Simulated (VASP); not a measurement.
Input:

```yaml
crystal:
  lattice:
    - [-1.48846, 1.48846, 1.48846]
    - [1.48846, -1.48846, 1.48846]
    - [1.48846, 1.48846, -1.48846]
  atoms:
    - { symbol: V, position: [0.00000, 0.00000, 0.00000] }
```

Calculation: MS2 meta-GGA, VASP's PBE PAW potentials (set 64) (plane waves; VASP). Settings: 520 eV cut-off, 19×19×19 Γ-centred mesh, tetrahedra with Blöchl corrections, potentials V_sv.

Give the energies of bands 5 to 9 at the high-symmetry points, in eV from the Fermi level.

```
band      Γ      H      N      P
----  -----  -----  -----  -----
5     -6.82  -3.00  -3.29  -1.18
6      0.44  -3.00  -1.19  -1.18
7      0.44   3.94   1.59  -1.18
8      0.44   3.94   2.73   3.28
9      2.81   3.94   3.21   3.28
```

It has no gap at this level: it comes out as a metal or semimetal.

The compound is V in the bcc structure. It was relaxed first, which changed the volume by -5 %. The run is not spin-polarised, so no magnetic state was tried.
